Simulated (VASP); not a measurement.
An input for Ansatz (written as the equivalent of a VASP run, and not itself run):

Ansatz 0.2 input:
```yaml
crystal:
  lattice:
    - [3.6440000, 0.0000000, 0.0000000]
    - [-1.8220000, 3.1557970, 0.0000000]
    - [0.0000000, 0.0000000, 5.8760000]
  atoms:
    - { symbol: Sm, position: [0.3333330, 0.6666670, 0.2500000], spin: 5 }
    - { symbol: Sm, position: [0.6666670, 0.3333330, 0.7500000], spin: 5 }
kpoints:
  mp_grid: { grid: [4, 4, 2] }
hamiltonian:
  xc: pbesol
  pseudopotentials: { kind: paw }
magnetization: { spin_polarized: true }
scf:
  occupations: { method: gaussian, width: 0.05 }
  max_iter: 100
output: { forces: true, stress: true, eigenvalues: true }
```

Q: Translate this input to VASP (INCAR, KPOINTS, POSCAR, choice of POTCAR).

A: Several could match; the one computed here: 
File KPOINTS:
```
Automatic mesh
0
Gamma
4 4 2
0 0 0
```

### POSCAR
```
Sm
3.6440
  1.0000000000   0.0000000000   0.0000000000
 -0.5000000000   0.8660255214   0.0000000000
  0.0000000000   0.0000000000   1.6125137212
Sm
2
Direct
  0.3333330000   0.6666670000   0.2500000000
  0.6666670000   0.3333330000   0.7500000000
```

INCAR:
```
! general
SYSTEM =Sm
PREC   =Accurate
ENCUT  =300
LREAL  =.FALSE.
LASPH  =.TRUE.

! electronic loop
EDIFF  =1E-6
NELM   =100
ALGO   =Normal
LMAXMIX=6

! smearing
ISMEAR =0
SIGMA  =0.05

! functional
GGA    =PS

! spin
ISPIN  =2
MAGMOM =2*5.0

! ions
ISIF   =2

! output
LWAVE  =.FALSE.
LCHARG =.FALSE.
LORBIT =11
```

POTCAR, in this order: Sm (PBE.64 set). Program: vasp_std.

Limits of the translation: each code has its own PAW files, so the cut-off isn't converted (ENCUT is set for VASP's; basis.ecutwfc is left out, and Ansatz then takes the one that its files recommend); Ansatz stops its SCF on the density residual and VASP on the energy change (EDIFF).

The structure comes from a measured Sm entry of the Crystallography Open Database, whose conditions weren't checked. The cell was not relaxed at this level. The k-mesh is coarse (spacing up to 0.53 per Å, 2π included), so the numbers may not be converged in it. The run is one of a series of settings (KPOINTS 4×4×2 Γ-centred mesh against the base run), some of them coarse on purpose.
